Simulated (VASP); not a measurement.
# HPbNO4 (Pmmn) in VASP: equation of state

How stiff is HPbNO4 in PBE, and what volume does it want? The cell is scaled to several volumes.

Everything below comes from runs of VASP 6.6.1. Logs are shortened: lines on timing, memory, paths and dates and some standing lists are left out, and cuts for length are marked.

## (1) The crystal as given

The structure is orthorhombic, space group Pmmn (No. 59). Conventional cell: a = 4.925 Å, b = 5.597 Å, c = 7.243 Å, α = 90.00°, β = 90.00°, γ = 90.00°. H (site symmetry mm2) is surrounded by 1 O at 0.97 Å. Around Pb (site symmetry mm2) lie 6 O at 2.55 to 2.80 Å. N (site symmetry mm2) is surrounded by 3 O at 1.22 to 1.29 Å. O (site symmetry mm2) has 1 H at 0.97 Å as nearest neighbours. O (site symmetry m) is surrounded by 1 N at 1.29 Å. O (site symmetry mm2) has 1 N at 1.22 Å as nearest neighbours.

The cell was built by a generator and needn't be a form met in nature.

## (2) Equation of state, PBE, 13.41 Å³/atom (volume scaled by 0.94)

Input file INCAR:

```
SYSTEM = HPbNO4
  PREC = Accurate
  ENCUT = 520
  EDIFF = 1E-7
  ISMEAR = -1
  SIGMA = 0.05
  LREAL = .FALSE.
  LASPH = .TRUE.
  NELM = 80
  ALGO = Normal
  ISIF = 2
  LWAVE = .FALSE.
  LCHARG = .FALSE.
  GGA = PE
  NBANDS = 57
  KPAR = 4
```

Input file KPOINTS:

```
regular mesh
0
G
  6 5 4
  0 0 0
```

Input file POSCAR:

```
HPbNO4
1.0
    4.8240011800      0.0000000000      0.0000000000
    0.0000000000      5.4829393677      0.0000000000
    0.0000000000      0.0000000000      7.0956025909
H Pb N O
2 2 2 8
Direct
    0.0000000000      0.5000000000      0.1931700000
    0.5000000000      0.0000000000      0.8068300000
    0.5000000000      0.5000000000      0.9525700000
    0.0000000000      0.0000000000      0.0474300000
    0.0000000000      0.0000000000      0.6365400000
    0.5000000000      0.5000000000      0.3634600000
    0.0000000000      0.5000000000      0.0586000000
    0.5000000000      0.0000000000      0.9414000000
    0.0000000000      0.1956900000      0.7299500000
    0.0000000000      0.8043100000      0.7299500000
    0.0000000000      0.0000000000      0.4675000000
    0.5000000000      0.6956900000      0.2700500000
    0.5000000000      0.3043100000      0.2700500000
    0.5000000000      0.5000000000      0.5325000000
```

Potentials or basis: VASP PAW PBE potentials, release 64 (H, Pb_d, N, O).

The run is started by

```sh
> cat potpaw_PBE.64/H/POTCAR potpaw_PBE.64/Pb_d/POTCAR potpaw_PBE.64/N/POTCAR potpaw_PBE.64/O/POTCAR > POTCAR
> mpirun -np 4 vasp_std > vasp.out
```

OUTCAR:

```text
SYSTEM = HPbNO4
   PREC = Accurate
   ENCUT = 520
   EDIFF = 1E-7
   ISMEAR = -1
   LREAL = .FALSE.
   LASPH = .TRUE.
   NELM = 80
   ISIF = 2
   GGA = PE

 Found     36 irreducible k-points:

 Following reciprocal coordinates:
            Coordinates               Weight
  0.000000  0.000000  0.000000      1.000000
  0.166667  0.000000  0.000000      2.000000
  0.333333  0.000000  0.000000      2.000000
  0.500000  0.000000  0.000000      1.000000
  0.000000  0.200000  0.000000      2.000000
  0.166667  0.200000  0.000000      4.000000
   k-points           NKPTS =     36   k-points in BZ     NKDIM =     36   number of bands    NBANDS=     57
   number of dos      NEDOS =    301   number of ions     NIONS =     14
   total plane-waves  NPLWV =  81648
   dimension x,y,z NGX =    36 NGY =   42 NGZ =   54
   dimension x,y,z NGXF=    72 NGYF=   84 NGZF=  108
   ions per type =               2   2   2   8
   NGX,Y,Z   is equivalent  to a cutoff of  12.41, 12.73, 12.65 a.u.
   NGXF,Y,Z  is equivalent  to a cutoff of  24.81, 25.47, 25.30 a.u.
 SYSTEM =  HPbNO4
   PREC   = accura    normal or accurate (medium, high low for compatibility)
   ISTART =      0    job   : 0-new  1-cont  2-samecut
   ICHARG =      2    charge: 1-file 2-atom 10-const
   ISPIN  =      1    spin polarized calculation?
   LNONCOLLINEAR =      F non collinear calculations
   LSORBIT =      F    spin-orbit coupling
   LASPH  =      T    aspherical Exc in radial PAW
   ENCUT  =  520.0 eV  38.22 Ry    6.18 a.u.   8.97 10.19 13.19*2*pi/ulx,y,z
   NELM   =     80;   NELMIN=  2; NELMDL= -5     # of ELM steps
   EDIFF  = 0.1E-06   stopping-criterion for ELM
   LREAL  =      F    real-space projection
   EDIFFG = 0.1E-05   stopping-criterion for IOM
   NSW    =      0    number of steps for IOM
   IBRION =     -1    ionic relax: 0-MD 1-quasi-New 2-CG
   NFREE  =      0    steps in history (QN), initial steepest desc. (CG)
   ISIF   =      2    stress and relaxation
   ISYM   =      2    0-nonsym 1-usesym 2-fastsym
   POTIM  = 0.5000    time-step for ionic-motion
   TEBEG  =    0.0;   TEEND  =   0.0 temperature during run
   PSTRESS=    0.0 pullay stress
   NELECT =      88.0000    total number of electrons
   NUPDOWN=      -1.0000    fix difference up-down
   EMIN   =  10.00;   EMAX   =-10.00  energy-range for DOS
   EFERMI =   0.00;   METHOD = LEGACY
   ISMEAR =    -1;   SIGMA  =   0.05  broadening in eV -4-tet -1-fermi 0-gaus
   EFERMI_NEDOS =   21; number of points for ismear=-14 and -15
   IALGO  =     38    algorithm
   IMIX   =      4    mixing-type and parameters
     AMIX     =   0.40;   BMIX     =  1.00
     AMIX_MAG =   1.60;   BMIX_MAG =  1.00
  volume/ion in A,a.u.               =      13.41        90.46
  Fermi-wavevector in a.u.,A,eV,Ry     =   1.271840  2.403428 22.008457  1.617576
  Thomas-Fermi vector in A             =   2.404751
   LORBIT       =      0    0 simple, 1 ext, 2 COOP (PROOUT), +10 PAW based schemes
   GGA     = PE    functional components
   LHFCALC =     F    Hartree Fock is set to
   AEXX    =    0.0000 exact exchange contribution
   IVDW    =     0    specifies the selected vdW correction
   LEPSILON=     F    determine dielectric tensor
   LRPA    =     F    only Hartree local field effects (RPA)
 non-spin polarized calculation
  energy-cutoff  :      520.00
  volume of cell :      187.68
 maximum number of plane-waves:      5090
 NGX is ok and might be reduce to    36
   NGX = 17   NGY = 21   NGZ = 27

 number of electron      87.9999974 magnetization

 Free energy of the ion-electron system (eV)
  ---------------------------------------------------
  ext. energy  EPLUGINS =         0.00000000
  ---------------------------------------------------
  free energy    TOTEN  =       -79.98094833 eV

  energy without entropy =      -79.98094833  energy(sigma->0) =      -79.98094833

 E-fermi :   2.4201     XC(G=0):  -9.0253

 val. band max:        1.1872829714   @ k =   0.5000   0.4000   0.5000
 cond. band min:       4.2049793623   @ k =   0.5000   0.4000   0.0000
 fundamental gap:      3.0176963909
 Fermi energy:         2.4200622550

 k-point     1 :       0.0000    0.0000    0.0000
  band No.  band energies     occupation
      1     -25.1364      2.00000
      2     -25.1014      2.00000
      3     -19.7772      2.00000
      4     -19.7584      2.00000
      5     -18.9522      2.00000
      6     -18.9352      2.00000
[... 48 lines left out ...]
     55      10.3799      0.00000
     56      11.2383      0.00000

 k-point     2 :       0.1667    0.0000    0.0000
  band No.  band energies     occupation
      1     -25.1337      2.00000
      2     -25.1034      2.00000
      3     -19.7746      2.00000
      4     -19.7583      2.00000
      5     -18.9508      2.00000
      6     -18.9361      2.00000
[... 48 lines left out ...]
     55      10.4300      0.00000
     56      11.3269      0.00000

 k-point     3 :       0.3333    0.0000    0.0000
  band No.  band energies     occupation
      1     -25.1264      2.00000
      2     -25.1090      2.00000
      3     -19.7685      2.00000
      4     -19.7589      2.00000
      5     -18.9472      2.00000
      6     -18.9387      2.00000
[... 48 lines left out ...]
     55      10.3286      0.00000
     56      10.9800      0.00000

 k-point     4 :       0.5000    0.0000    0.0000
  band No.  band energies     occupation
      1     -25.1174      2.00000
      2     -25.1174      2.00000
      3     -19.7624      2.00000
      4     -19.7624      2.00000
      5     -18.9428      2.00000
      6     -18.9428      2.00000
[... 48 lines left out ...]
     55      10.3695      0.00000
     56      10.3695      0.00000

 k-point     5 :       0.0000    0.2000    0.0000
  band No.  band energies     occupation
      1     -25.1325      2.00000
      2     -25.1041      2.00000
      3     -19.7744      2.00000
      4     -19.7591      2.00000
      5     -18.9555      2.00000
      6     -18.9421      2.00000
[... 48 lines left out ...]
     55      10.5727      0.00000
     56      11.3536      0.00000

 k-point     6 :       0.1667    0.2000    0.0000
  band No.  band energies     occupation
      1     -25.1303      2.00000
      2     -25.1057      2.00000
      3     -19.7720      2.00000
      4     -19.7586      2.00000
      5     -18.9543      2.00000
      6     -18.9427      2.00000
[... 48 lines left out ...]
     55      10.6078      0.00000
     56      11.2124      0.00000

 [... further k-points ...]

 [bands above 56 left out]

------------------------ aborting loop because EDIFF is reached ----------------------------------------

  FORCE on cell =-STRESS in cart. coord.  units (eV):
  Direction    XX          YY          ZZ          XY          YZ          ZX
  --------------------------------------------------------------------------------------
  -------------------------------------------------------------------------------------
  Total        2.6143678      9.3936414     14.7273099      0.0000000      0.0000000      0.0000000
  in kB       22.3186096     80.1926244    125.7256459      0.0000000      0.0000000      0.0000000
  external PRESSURE =      76.0789600 kB  Pullay stress =       0.0000000 kB

 VOLUME and BASIS-vectors are now :
 -----------------------------------------------------------------------------
  energy-cutoff  :      520.00
  volume of cell :      187.68
      direct lattice vectors                 reciprocal lattice vectors
     4.824001180  0.000000000  0.000000000     0.207296798  0.000000000  0.000000000
     0.000000000  5.482939368  0.000000000     0.000000000  0.182383925  0.000000000
     0.000000000  0.000000000  7.095602591     0.000000000  0.000000000  0.140932357

 POSITION                                       TOTAL-FORCE (eV/Angst)
 -----------------------------------------------------------------------------------
      0.00000      2.74147      1.37066         0.000000      0.000000      1.138576
      2.41200      0.00000      5.72495         0.000000      0.000000     -1.138576
      2.41200      2.74147      6.75906         0.000000      0.000000     -0.518334
      0.00000      0.00000      0.33654         0.000000      0.000000      0.518334
      0.00000      0.00000      4.51663         0.000000      0.000000      0.611393
      2.41200      2.74147      2.57897         0.000000      0.000000     -0.611393
      0.00000      2.74147      0.41580         0.000000      0.000000     -0.933816
      2.41200      0.00000      6.67980         0.000000      0.000000      0.933816
      0.00000      1.07296      5.17944         0.000000      1.739218      0.863026
      0.00000      4.40998      5.17944         0.000000     -1.739218      0.863026
      0.00000      0.00000      3.31719         0.000000      0.000000     -2.780292
      2.41200      3.81443      1.91617         0.000000      1.739218     -0.863026
      2.41200      1.66851      1.91617        -0.000000     -1.739218     -0.863026
      2.41200      2.74147      3.77841         0.000000      0.000000      2.780292
 -----------------------------------------------------------------------------------
    total drift:                                0.000000      0.000000      0.000000

  FREE ENERGIE OF THE ION-ELECTRON SYSTEM (eV)
  ---------------------------------------------------
  free  energy   TOTEN  =       -79.9809483311 eV

  energy  without entropy=      -79.9809483311  energy(sigma->0) =      -79.98094833
```

Wall time 72 s (4 MPI ranks of AMD EPYC 9R45 (Zen 5), shared host); peak memory 0.46 GiB.

Results:

```yaml
Free_energy: -79.9809 eV
Pressure: 7.6 GPa
Largest_force: 2.780 eV/Å
Band_gap_on_the_k_mesh: 3.02 eV, indirect (least direct gap 3.03 eV)
```

Caveat: the standard files for N, O and F lose accuracy on very short bonds; spin-orbit coupling is left out, which as a rule narrows the gap of such compounds by several tenths of an eV; an odd mesh through Γ misses points on the zone boundary, where band edges often lie; forces of over 1 eV/Å show positions far from the minimum, so gaps and moduli don't describe the material at rest.

(Part 1 of 2 ends here.)
